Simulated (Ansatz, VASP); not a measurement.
# BN: VASP beside Ansatz, part 2 of 2

Wanted: the spread between two codes on one cell, functional and k mesh. The cell is taken from a series of runs on this material, whose earlier steps may have relaxed, scaled, displaced or heated it; both programs get it as it stands.

VASP 6.6.1 and Ansatz 0.2.0.

So far: The structure; VASP: zone-centre phonons, r2SCAN.

## 3. Ansatz: zone-centre phonons, r2SCAN

Level of this step: Ansatz beside VASP: Kohn-Sham DFT, plane waves, r2SCAN (Ansatz).

Ansatz runs on its PAW soft_1 files.

The same cell, functional and mesh now go to Ansatz, which takes its cutoff from its data sets.

Contents of input.yaml:

```yaml
crystal:
  lattice:
    - [0.0, 1.80443735, 1.80443735]
    - [1.80443735, 0.0, 1.80443735]
    - [1.80443735, 1.80443735, 0.0]
  atoms:
    - { symbol: B, position: [0.0, 0.0, 0.0] }
    - { symbol: "N", position: [0.75, 0.75, 0.75] }
kpoints:
  mp_grid: { grid: [12, 12, 12] }
hamiltonian:
  xc: r2scan
  pseudopotentials: { kind: paw, azcp: { folder: soft_1 } }
scf:
  occupations: { method: fixed }
output:
  eigenvalues: true
phonons:
  method: dfpt
  dielectric: true
  rigid_motions: translations
```

Launch:

```
> ansatz run input.yaml --threads 4 --pin off --max-ram 16384MiB --backend cpu --events-out ev --progress --plain --runs-dir out
```

Numbers of over 12 decimals in the logs are rounded to 6 here.

What it wrote:

```text
Engine: ansatz 0.2.0, aarch64-unknown-linux-gnu
Pseudopotentials: kind: paw
Pseudopotential: B, paw, valence charge 3, recommended cutoff 500 eV (meta_gga), soft_1/B.paw.azcp
Pseudopotential: N, paw, valence charge 5, recommended cutoff 500 eV (meta_gga), soft_1/N.paw.azcp
Functional definition: r2SCAN
  parameter k0 = 0.174
  parameter k1 = 0.065
  parameter a1 = 4.9479
  exchange = r2scan_x(k0 = k0, k1 = k1, a1 = a1)
  correlation = r2scan_c
Crystal: 2 atoms, lattice volume = 11.750 Å³
Basis set: ecut = 500 eV, 307 PW (Γ), exchange–correlation on 100×100×100 points (125 copies of the dense FFT grid, shifted against one another)
Bands: 8, of which v1, the nominal top of the filled ones, is band 4 counted from 1 (3 counted from 0)
Symmetry: 24 space group operations
k-points: 280 of 1728 (irreducible under 4 space group operations, time reversal used)
Non-local potential: B, projectors of the file, l = 0: 2, l = 1: 2, l = 2: 1
Non-local potential: N, projectors of the file, l = 0: 2, l = 1: 2, l = 2: 1
PAW form: soft (Blöchl's): semilocal exchange-correlation on the pseudo side does not see the compensation charge
PAW frozen core: B, regenerated for the run's functional (the file was generated under x = pbe(κ = 0.804, μ = 0.219515), c = pbe(β = 0.066725))
PAW frozen core: N, regenerated for the run's functional (the file was generated under x = pbe(κ = 0.804, μ = 0.219515), c = pbe(β = 0.066725))
PAW one-centre angular grid: B, 302 points (default); XC on 223 of its mesh's 2233 points in the sphere
PAW one-centre angular grid: N, 302 points (default); XC on 160 Gauss nodes
Initial density: superposition of atomic densities (chi_scale 0.1, normalization cell, long waves kept (reshape's long-wave potential 0.00 eV rms))
Initial wavefunctions: pseudopotential atomic-orbital guess
Functional: x = r2scan, c = r2scan; τ floored in thin density (d = 2e-4 eV/Å³)
SCF iter   1: F=—  HF=-544.260526 eV  |F-HF|=—  |Δ(HF+E_count)|=         —  Δρ=1.46e-1  dr2=2.01e0  dr2_τ=4.94e-1  ethr=3.10e-3  ⟨swp⟩=4.0  Hψ=12954  notcnv=0  defer=433
preconditioner: auto → none  [insulator: Δε(μ)=5.910 eV  Ē_g=21.724 eV  n_scr=0 (ndim 8)  ℏωp=30.6 eV  f_vac=0.000  ε∞_Penn≈3.0]
SCF iter   2: F=—  HF=-543.975280 eV  |F-HF|=—  |Δ(HF+E_count)|=   2.85e-1  Δρ=6.15e-2  dr2=2.20e-1  dr2_τ=5.86e-2  ethr=3.10e-3  ⟨swp⟩=2.0  Hψ=6658  notcnv=0  defer=65
SCF iter   3: F=—  HF=-544.003105 eV  |F-HF|=—  |Δ(HF+E_count)|=   2.78e-2  Δρ=2.52e-2  dr2=3.94e-2  dr2_τ=2.94e-3  ethr=2.75e-3  ⟨swp⟩=2.0  Hψ=2840  notcnv=0  defer=520
SCF iter   4: F=—  HF=-544.009369 eV  |F-HF|=—  |Δ(HF+E_count)|=   6.26e-3  Δρ=2.13e-3  dr2=1.81e-4  dr2_τ=3.95e-5  ethr=4.93e-4  ⟨swp⟩=3.1  Hψ=3962  notcnv=0  defer=539
SCF iter   5: F=—  HF=-544.009486 eV  |F-HF|=—  |Δ(HF+E_count)|=   1.17e-4  Δρ=2.71e-4  dr2=5.79e-6  dr2_τ=3.11e-7  ethr=2.26e-6  ⟨swp⟩=2.6  Hψ=3816  notcnv=0  defer=543
SCF iter   6: F=—  HF=-544.009489 eV  |F-HF|=—  |Δ(HF+E_count)|=   2.98e-6  Δρ=2.27e-5  dr2=2.81e-8  dr2_τ=3.21e-9  ethr=7.23e-8  ⟨swp⟩=2.3  Hψ=3269  notcnv=0  defer=75
SCF iter   7: F=—  HF=-544.009489 eV  |F-HF|=—  |Δ(HF+E_count)|=   3.57e-7  Δρ=3.70e-6  dr2=1.17e-9  dr2_τ=1.39e-10  ethr=3.52e-10  ⟨swp⟩=2.0  Hψ=3360  notcnv=0  defer=4
SCF iter   8: F=-544.009489 eV  HF=-544.009489 eV  |F-HF|=9.32e-12  |Δ(HF+E_count)|=  3.55e-10  Δρ=3.76e-7  dr2=1.33e-11  dr2_τ=2.09e-13  ethr=1.25e-12  ⟨swp⟩=7.2  Hψ=12225  notcnv=0
SCF 1 converged in 8 iterations: F = -544.009489 eV  dr2 = 1.33e-11
  greatest PAW one-centre occupation: 0.800 electrons in one spin orbital (limit 2), on the N atom at site 1 (counted from 0), in its partial waves of l = 0
NSCF: frozen V_eff on 1 k-points
DFPT response loops at Γ: preconditioner auto → none (the input reference at scf.mixing.eps_inf says where Resta's filter doesn't serve); β = 0.50; Broyden in place of MSR1
SCF converged after 8 iterations
Free energy (F): -544.009489 eV
Harris-Foulkes:  -544.009489 eV  (|F-HF|=9.32e-12)
Internal energy: -544.009489 eV  (E = F + TS)
E sigma→0 (E₀):  -544.009489 eV
Fermi energy:    11.079975 eV
--- Per-component energies (eV) ---
  E_band       = 22.282956
  E_kinetic    = 184.211281
  E_local      = -158.372258  (includes V_loc(G=0)·N_el)
  E_nonlocal   = 41.633196
  E_hartree    = 49.413991
  E_xc         = -92.006302
  E_vxc        = -126.665826  (∫ρ·V_xc dr)
  E_paw        = -209.848466  (= ΣΔE_a)
  E_vpaw       = -24.258779  (= ΣTr[D̂ρ^β])
  E_aug_tail   = 0.000007  (compensation charges beyond the density's cutoff)
  E_vtau       = 6.907311  (kinetic-family band-sum trace: ∫τ·v_τ [+ j·A + Jᵃ·Aᵃ] dr)
  E_ewald      = -358.992932
  E_core_change = -0.048007  (= ΣΔE_core)
  E_smearing   = -0.000000  (= −TS)
  E_closure    = -0.000000  (closes the sum)
  Σ components = -544.009489   (vs F -544.009489, Δ=0.00e0)
--- Band table (eV; the first three rows and the last of 280) ---
  k-point 0: bands = ["-10.2709", "11.0800", "11.0800", "11.0800", "20.6609", "20.6609", "20.6609", "22.1793"]
  k-point 1: bands = ["-10.0953", "10.1244", "10.8931", "10.8931", "20.8778", "20.9496", "20.9496", "22.7795"]
  k-point 2: bands = ["-9.5753", "7.9237", "10.4368", "10.4368", "21.1820", "21.6207", "21.6207", "24.2200"]
  k-point 279: bands = ["-4.2348", "3.0874", "3.8397", "4.3706", "21.4491", "25.3935", "26.5868", "26.7244"]
--- Phonons (Γ-DFPT): 2 representative perturbations + reference, on 280 of 1728 k-points (Σ response iterations 10) ---
  k mesh reduced under 4 symmetry operations, with k and −k counted as one. Each operation leaves every solved perturbation unchanged. A smaller set is not considered because the functional reads the kinetic-energy density
  ASR residual: 5.487e-4 → 0.000e0 eV/Å²; symmetrization residual: 2.301e-6 eV/Å²
  ASR residual per site (eV/Å²): 6.17e-5 5.49e-4
  Γ frequencies (cm⁻¹): 0.00 0.00 0.00 1042.36 1042.36 1042.36
  ε∞ (high-frequency dielectric tensor):
        4.455539     0.000000    -0.000000
       -0.000000     4.455539     0.000000
        0.000000     0.000000     4.455539
  ε⁰ (static dielectric tensor: ions relaxed, cell fixed):
        6.935673     0.000000     0.000000
        0.000000     6.935673     0.000000
        0.000000     0.000000     6.935673
  ε⁰ − ε∞ (ionic part):
        2.480134     0.000000     0.000000
        0.000000     2.480134     0.000000
        0.000000     0.000000     2.480134
  softest optical mode at Γ: 1042.36 cm⁻¹; the repairs (sum rule, projections) moved no ω² at Γ by more than (3.32 cm⁻¹)²
  Born effective charges Z* (e; rows j = field, columns β = displacement):
    site 0:
         1.98145   -0.00000    0.00000
         0.00000    1.98145    0.00000
         0.00000   -0.00000    1.98145
    site 1:
        -1.98145    0.00000   -0.00000
        -0.00000   -1.98145   -0.00000
        -0.00000    0.00000   -1.98145
  Z* charge neutrality: 1.813e-5 e pre-enforcement
  k-mesh period / interband length: 30.6 Å / 1.28 Å = 23.96 at k = (0.0000, 0.0000, 0.0000), direct gap 9.581 eV — 14 or more, which is no proof of convergence
  optical modes at Γ without the LO–TO term, one row a degenerate level:
      ω (cm⁻¹)  modes    IR ((D/Å)²/amu)
       1042.36      3            44.5378
  optical modes at Γ + LO–TO along q̂ = [1.0000, 0.0000, 0.0000]:
      ω (cm⁻¹)  modes    IR ((D/Å)²/amu)
       1042.36      2            29.6919
       1300.51      1            14.8459
  optical modes at Γ + LO–TO along q̂ = [0.0000, 1.0000, 0.0000]:
      ω (cm⁻¹)  modes    IR ((D/Å)²/amu)
       1042.36      2            29.6919
       1300.51      1            14.8459
  optical modes at Γ + LO–TO along q̂ = [0.0000, 0.0000, 1.0000]:
      ω (cm⁻¹)  modes    IR ((D/Å)²/amu)
       1042.36      2            29.6919
       1300.51      1            14.8459
```

## 4. Differences

Known differences besides the potentials themselves: VASP keeps PBE cores, Ansatz makes them for the functional; fixed occupations in Ansatz, narrow Gaussian smearing in VASP; the cutoff is 500 eV in Ansatz and 660 eV in VASP; VASP uses finite displacements, Ansatz perturbation theory. Total energies have different zeros and are not compared.

The two programs side by side:

| quantity | Ansatz | VASP | difference |
| --- | --- | --- | --- |
| optical mode 1 to 3 (cm⁻¹) | 1042.4 | 1045.6 | -0.31 % |

Modes are paired by rising frequency, not by their patterns, so a pair may set unlike modes beside each other; they are those without the splitting of longitudinal modes.

## 5. Outcome

```json
{
  "r.m.s. difference of the optical zone-centre modes, each program's sorted by frequency (zone-centre phonons, r2SCAN)": "3.3 cm⁻¹"
}
```

The r.m.s. difference of the optical zone-centre modes, each program's sorted by frequency is 3.3 cm⁻¹ (zone-centre phonons, r2SCAN). 2 further runs of this series are not shown here. How closely two codes agree says nothing of how well the functional describes the real material.

[Lines on the potential files, build, host, timing and source positions are cut from VASP's logs without a mark.]

[Logs are printed without paths, hosts, clocks, repeated set-up lines and the standing remarks that a program may print on its own settings, such as how far it seeks lower states.]

[Hosts, paths, dates, database ids (printed as entryN), source tags and the programs' standing remarks are cut or masked in the printed files.]
